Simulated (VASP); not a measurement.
```xyz
4
Lattice="2.1805 1.2589 7.1181 -2.1805 1.2589 7.1181 0.0000 -2.5178 7.1181" Properties=species:S:1:pos:R:3 pbc="T T T"
Te     0.0000     0.0000    10.6772
Pb     0.0000     0.0000    15.8276
Pb     0.0000     0.0000     5.5268
S      0.0000     0.0000     0.0000
```

Computed with PBEsol GGA, VASP's PBE PAW potentials (set 64) (plane waves; VASP). Settings: 400 eV cut-off, 7×7×7 Γ-centred mesh, tetrahedra with Blöchl corrections, potentials Te Pb_d S.

The cores are frozen, which limits the accuracy of field gradients.

Problem. Give the principal components of the electric field gradient (V/Å²) and the asymmetry η at each nucleus.

Solution. 
```csv
atom,Vxx,Vyy,Vzz,η
Te1,-35.5,-35.5,71.0,0.00
Pb2,4.8,4.8,-9.6,0.00
Pb3,4.8,4.8,-9.6,0.00
S4,10.8,10.8,-21.5,0.00
```

The structure comes from a computed database's TePb2S entry (R-3m); how it stands against other phases isn't given here. It was relaxed first, which changed the volume by -6 %.
